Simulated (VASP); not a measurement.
# Cs2KYI6 (Fm-3m) in VASP: single point with LDA

Aim: the single point of Cs2KYI6 with LDA.

Everything below comes from runs of VASP 6.6.1. Logs are shortened: lines on timing, memory, paths and dates and some standing lists are left out, and cuts for length are marked.

## 1. Starting point

It takes space group Fm-3m (No. 225, cubic). The conventional cell has a = 12.821 Å, b = 12.821 Å, c = 12.821 Å, α = 90.00°, β = 90.00°, γ = 90.00°. Around K (site symmetry m-3m) lie 6 I at 3.38 Å. Around Y (site symmetry m-3m) lie 6 I at 3.03 Å. Around I (site symmetry 4mm) lie 1 Y at 3.03 Å and 1 K at 3.38 Å.

The cell comes from a database or a generator and needn't be the stable form of this composition.

## 2. Single point, LDA

INCAR reads:

```
  PREC = Accurate
  ENCUT = 520
  EDIFF = 1E-6
  ISMEAR = 0
  SIGMA = 0.01
  LREAL = F
  LASPH = T
  NELM = 100
  ALGO = Normal
  ISIF = 2
  LWAVE = F
  LCHARG = F
  GGA = CA
  NBANDS = 51
```

KPOINTS reads:

```
Automatic mesh
0
Gamma
  2 2 2
```

POSCAR reads:

```
Cs2KYI6
1.0
    9.0659250000      0.0000000000      0.0000000000
    4.5329625000      7.8513213588      0.0000000000
    4.5329625000      2.6171071196      7.4022967654
K Cs Y I
1 2 1 6
Direct
    0.5000000000      0.5000000000      0.5000000000
    0.7500000000      0.7500000000      0.7500000000
    0.2500000000      0.2500000000      0.2500000000
    0.0000000000      0.0000000000      0.0000000000
    0.7639680000      0.2360320000      0.2360320000
    0.2360320000      0.2360320000      0.7639680000
    0.2360320000      0.7639680000      0.7639680000
    0.2360320000      0.7639680000      0.2360320000
    0.7639680000      0.2360320000      0.7639680000
    0.7639680000      0.7639680000      0.2360320000
```

Potentials or basis: VASP PAW LDA potentials, release 64 (K_sv, Cs_sv, Y_sv, I).

Started as:

```console
$ cat potpaw_LDA.64/K_sv/POTCAR potpaw_LDA.64/Cs_sv/POTCAR potpaw_LDA.64/Y_sv/POTCAR potpaw_LDA.64/I/POTCAR > POTCAR
$ mpirun -np 1 vasp_std > vasp.out
```

OUTCAR:

```text
PREC = Accurate
   ENCUT = 520
   EDIFF = 1E-6
   ISMEAR = 0
   LREAL = F
   LASPH = T
   NELM = 100
   ISIF = 2
   GGA = CA

 ion  position               nearest neighbor table
   1  0.500  0.500  0.500-   5 3.38   7 3.38   6 3.38   8 3.38   9 3.38  10 3.38
   2  0.750  0.750  0.750-
   3  0.250  0.250  0.250-
   4  0.000  0.000  0.000-   5 3.03   7 3.03   6 3.03   8 3.03   9 3.03  10 3.03
   5  0.764  0.236  0.236-   4 3.03   1 3.38
   6  0.236  0.236  0.764-   4 3.03   1 3.38
   7  0.236  0.764  0.764-   4 3.03   1 3.38
   8  0.236  0.764  0.236-   4 3.03   1 3.38
   9  0.764  0.236  0.764-   4 3.03   1 3.38
  10  0.764  0.764  0.236-   4 3.03   1 3.38

  LATTYP: Found a face centered cubic cell.
 ALAT       =    12.8211540905

  Lattice vectors:

 A1 = (   9.0659250000,   0.0000000000,   0.0000000000)
 A2 = (   4.5329625000,   7.8513213588,   0.0000000000)
 A3 = (   4.5329625000,   2.6171071196,   7.4022967654)

Analysis of symmetry for initial positions (statically):
=====================================================================
 Subroutine PRICEL returns:
 Original cell was already a primitive cell.

 Routine SETGRP: Setting up the symmetry group for a
 face centered cubic supercell.

 Subroutine GETGRP returns: Found 48 space group operations
 (whereof 48 operations were pure point group operations)
 out of a pool of 48 trial point group operations.

The static configuration has the point symmetry O_h .

Analysis of symmetry for dynamics (positions and initial velocities):
=====================================================================
 Subroutine PRICEL returns:
 Original cell was already a primitive cell.

 Routine SETGRP: Setting up the symmetry group for a
 face centered cubic supercell.

 Subroutine GETGRP returns: Found 48 space group operations
 (whereof 48 operations were pure point group operations)
 out of a pool of 48 trial point group operations.

The dynamic configuration has the point symmetry O_h .

 Subroutine INISYM returns: Found 48 space group operations
 (whereof 48 operations are pure point group operations),
 and found     1 'primitive' translations

----------------------------------------------------------------------------------------

                                     Primitive cell

  volume of cell :     526.8917

  direct lattice vectors                    reciprocal lattice vectors
     9.065925000  0.000000000  0.000000000     0.110303141 -0.063683548 -0.045031069
     4.532962500  7.851321359  0.000000000     0.000000000  0.127367096 -0.045031069
     4.532962500  2.617107120  7.402296765     0.000000000  0.000000000  0.135093206

  length of vectors
     9.065925000  9.065925000  9.065925000     0.135093206  0.135093206  0.135093206

  position of ions in fractional coordinates (direct lattice)
     0.500000000  0.500000000  0.500000000
     0.750000000  0.750000000  0.750000000
     0.250000000  0.250000000  0.250000000
     0.000000000  0.000000000  0.000000000
     0.763968000  0.236032000  0.236032000
     0.236032000  0.236032000  0.763968000
     0.236032000  0.763968000  0.763968000
     0.236032000  0.763968000  0.236032000
     0.763968000  0.236032000  0.763968000
     0.763968000  0.763968000  0.236032000

  ion indices of the primitive-cell ions
   primitive index   ion index
                 1           1
                 2           2
                 3           3
                 4           4
                 5           5
                 6           6
                 7           7
                 8           8
                 9           9
                10          10

----------------------------------------------------------------------------------------

 KPOINTS: Automatic mesh

Automatic generation of k-mesh.
 Grid dimensions read from file:
 generate k-points for:    2    2    2

 Generating k-lattice:

  Cartesian coordinates                     Fractional coordinates (reciprocal lattice)
     0.055151570 -0.031841774 -0.022515534     0.500000000  0.000000000 -0.000000000
     0.000000000  0.063683548 -0.022515534     0.000000000  0.500000000 -0.000000000
     0.000000000  0.000000000  0.067546603     0.000000000  0.000000000  0.500000000

  Length of vectors
     0.067546603  0.067546603  0.067546603

  Shift w.r.t. Gamma in fractional coordinates (k-lattice)
     0.000000000  0.000000000  0.000000000

 Subroutine IBZKPT returns following result:
 ===========================================

 Found      3 irreducible k-points:

 Following reciprocal coordinates:
            Coordinates               Weight
  0.000000  0.000000  0.000000      1.000000
  0.500000  0.000000  0.000000      4.000000
  0.500000  0.500000  0.000000      3.000000
   k-points           NKPTS =      3   k-points in BZ     NKDIM =      3   number of bands    NBANDS=     51
   number of dos      NEDOS =    301   number of ions     NIONS =     10
   total plane-waves  NPLWV = 343000
   dimension x,y,z NGX =    70 NGY =   70 NGZ =   70
   dimension x,y,z NGXF=   140 NGYF=  140 NGZF=  140
   ions per type =               1   2   1   6
   NGX,Y,Z   is equivalent  to a cutoff of  12.84, 12.84, 12.84 a.u.
   NGXF,Y,Z  is equivalent  to a cutoff of  25.67, 25.67, 25.67 a.u.
 SYSTEM =  unknown system
   PREC   = accura    normal or accurate (medium, high low for compatibility)
   ISTART =      0    job   : 0-new  1-cont  2-samecut
   ICHARG =      2    charge: 1-file 2-atom 10-const
   ISPIN  =      1    spin polarized calculation?
   LNONCOLLINEAR =      F non collinear calculations
   LSORBIT =      F    spin-orbit coupling
   LASPH  =      T    aspherical Exc in radial PAW
   ENCUT  =  520.0 eV  38.22 Ry    6.18 a.u.  16.86 16.86 16.86*2*pi/ulx,y,z
   NELM   =    100;   NELMIN=  2; NELMDL= -5     # of ELM steps
   EDIFF  = 0.1E-05   stopping-criterion for ELM
   LREAL  =      F    real-space projection
   EDIFFG = 0.1E-04   stopping-criterion for IOM
   NSW    =      0    number of steps for IOM
   IBRION =     -1    ionic relax: 0-MD 1-quasi-New 2-CG
   NFREE  =      0    steps in history (QN), initial steepest desc. (CG)
   ISIF   =      2    stress and relaxation
   ISYM   =      2    0-nonsym 1-usesym 2-fastsym
   POTIM  = 0.5000    time-step for ionic-motion
   TEBEG  =    0.0;   TEEND  =   0.0 temperature during run
   PSTRESS=    0.0 pullay stress
   NELECT =      80.0000    total number of electrons
   NUPDOWN=      -1.0000    fix difference up-down
   EMIN   =  10.00;   EMAX   =-10.00  energy-range for DOS
   EFERMI =   0.00;   METHOD = LEGACY
   ISMEAR =     0;   SIGMA  =   0.01  broadening in eV -4-tet -1-fermi 0-gaus
   EFERMI_NEDOS =   21; number of points for ismear=-14 and -15
   IALGO  =     38    algorithm
   IMIX   =      4    mixing-type and parameters
     AMIX     =   0.40;   BMIX     =  1.00
     AMIX_MAG =   1.60;   BMIX_MAG =  1.00
  volume/ion in A,a.u.               =      52.69       355.56
  Fermi-wavevector in a.u.,A,eV,Ry     =   0.873369  1.650428 10.378159  0.762773
  Thomas-Fermi vector in A             =   1.992750
   LORBIT       =      0    0 simple, 1 ext, 2 COOP (PROOUT), +10 PAW based schemes
   GGA     = CA    functional components
   LHFCALC =     F    Hartree Fock is set to
   AEXX    =    0.0000 exact exchange contribution
   IVDW    =     0    specifies the selected vdW correction
   LEPSILON=     F    determine dielectric tensor
   LRPA    =     F    only Hartree local field effects (RPA)
 non-spin polarized calculation
 Gauss-broadening in eV      SIGMA  =   0.01
  energy-cutoff  :      520.00
  volume of cell :      526.89
 maximum number of plane-waves:     14211
 NGX is ok and might be reduce to    70
   NGX = 33   NGY = 33   NGZ = 33

 number of electron      79.9999999 magnetization

 Free energy of the ion-electron system (eV)
  ---------------------------------------------------
  ext. energy  EPLUGINS =         0.00000000
  ---------------------------------------------------
  free energy    TOTEN  =       -36.44113514 eV

  energy without entropy =      -36.44113514  energy(sigma->0) =      -36.44113514

 E-fermi :  -0.0803     XC(G=0):  -7.3737

 val. band max:       -0.1425075350   @ k =   0.0000   0.0000   0.0000
 cond. band min:       2.9963735124   @ k =   0.0000   0.0000   0.0000
 fundamental gap:      3.1388810474
 Fermi energy:        -0.0803374591

 k-point     1 :       0.0000    0.0000    0.0000
  band No.  band energies     occupation
      1     -42.0002      2.00000
      2     -28.6552      2.00000
      3     -22.0992      2.00000
      4     -22.0992      2.00000
      5     -22.0992      2.00000
      6     -20.8922      2.00000
[... 43 lines left out ...]
     50       4.7611      0.00000
     51       4.7613      0.00000

 k-point     2 :       0.5000    0.0000    0.0000
  band No.  band energies     occupation
      1     -42.0002      2.00000
      2     -28.6552      2.00000
      3     -22.0992      2.00000
      4     -22.0992      2.00000
      5     -22.0992      2.00000
      6     -20.8919      2.00000
[... 43 lines left out ...]
     50       5.1895      0.00000
     51       5.3507      0.00000

 k-point     3 :       0.5000    0.5000    0.0000
  band No.  band energies     occupation
      1     -42.0002      2.00000
      2     -28.6552      2.00000
      3     -22.0992      2.00000
      4     -22.0992      2.00000
      5     -22.0992      2.00000
      6     -20.8919      2.00000
[... 43 lines left out ...]
     50       5.4861      0.00000
     51       5.5145      0.00000

------------------------ aborting loop because EDIFF is reached ----------------------------------------

  FORCE on cell =-STRESS in cart. coord.  units (eV):
  Direction    XX          YY          ZZ          XY          YZ          ZX
  --------------------------------------------------------------------------------------
  -------------------------------------------------------------------------------------
  Total       -5.4601587     -5.4601587     -5.4601587      0.0000000     -0.0000000      0.0000000
  in kB      -16.6033026    -16.6033026    -16.6033026      0.0000000     -0.0000000      0.0000000
  external PRESSURE =     -16.6033026 kB  Pullay stress =       0.0000000 kB

 VOLUME and BASIS-vectors are now :
 -----------------------------------------------------------------------------
  energy-cutoff  :      520.00
  volume of cell :      526.89
      direct lattice vectors                 reciprocal lattice vectors
     9.065925000  0.000000000  0.000000000     0.110303141 -0.063683548 -0.045031069
     4.532962500  7.851321359  0.000000000     0.000000000  0.127367096 -0.045031069
     4.532962500  2.617107120  7.402296765     0.000000000  0.000000000  0.135093206

 POSITION                                       TOTAL-FORCE (eV/Angst)
 -----------------------------------------------------------------------------------
      9.06593      5.23421      3.70115        -0.000000      0.000000      0.000000
     13.59889      7.85132      5.55172        -0.000000      0.000000      0.000000
      4.53296      2.61711      1.85057        -0.000000      0.000000      0.000000
      0.00000      0.00000      0.00000        -0.000000      0.000000      0.000000
      9.06593      2.47088      1.74718        -0.000000     -0.150053     -0.106104
      6.67281      3.85255      5.65512        -0.129950     -0.075027      0.106104
      9.06593      7.99754      5.65512        -0.000000      0.150053      0.106104
      6.67281      6.61588      1.74718        -0.129950      0.075027     -0.106104
     11.45904      3.85255      5.65512         0.129950     -0.075027      0.106104
     11.45904      6.61588      1.74718         0.129950      0.075027     -0.106104
 -----------------------------------------------------------------------------------
    total drift:                                0.000000     -0.000000     -0.000000

  FREE ENERGIE OF THE ION-ELECTRON SYSTEM (eV)
  ---------------------------------------------------
  free  energy   TOTEN  =       -36.4411351369 eV

  energy  without entropy=      -36.4411351369  energy(sigma->0) =      -36.44113514
```

It took 2.9 min on 1 thread of Intel Xeon Platinum 8375C at 2.90GHz (Ice Lake), shared host; peak memory 0.54 GiB.

What came out:

- Free energy: -36.4411 eV
- Pressure: -1.7 GPa
- Largest force: 0.184 eV/Å
- Band gap on the k mesh: 3.14 eV, direct

Forces in eV/Å, atoms in the order of the input:
```
K    0.000  0.000  0.000
Cs   0.000  0.000  0.000
Cs   0.000  0.000  0.000
Y    0.000  0.000  0.000
I    0.000 -0.150 -0.106
I   -0.130 -0.075  0.106
I    0.000  0.150  0.106
I   -0.130  0.075 -0.106
I    0.130 -0.075  0.106
I    0.130  0.075 -0.106
```

Levels at points of the mesh, in eV from the valence-band top:
| k point | band 38 | band 39 | band 40 | band 41 | band 42 | band 43 |
| --- | --- | --- | --- | --- | --- | --- |
| (0.00, 0.00, 0.00) | 0.00 | 0.00 | 0.00 | 3.14 | 3.14 | 3.14 |
| (0.50, 0.00, 0.00) | -0.27 | -0.27 | -0.19 | 3.24 | 3.38 | 3.38 |
| (0.50, 0.50, 0.00) | -0.39 | -0.39 | -0.01 | 3.14 | 3.59 | 3.59 |

Caveat: the k mesh is coarse (spacing up to 0.42 Å⁻¹), so the values aren't converged; spin-orbit coupling is left out, which moves the levels of the heavy elements. A k mesh can miss the band edges.
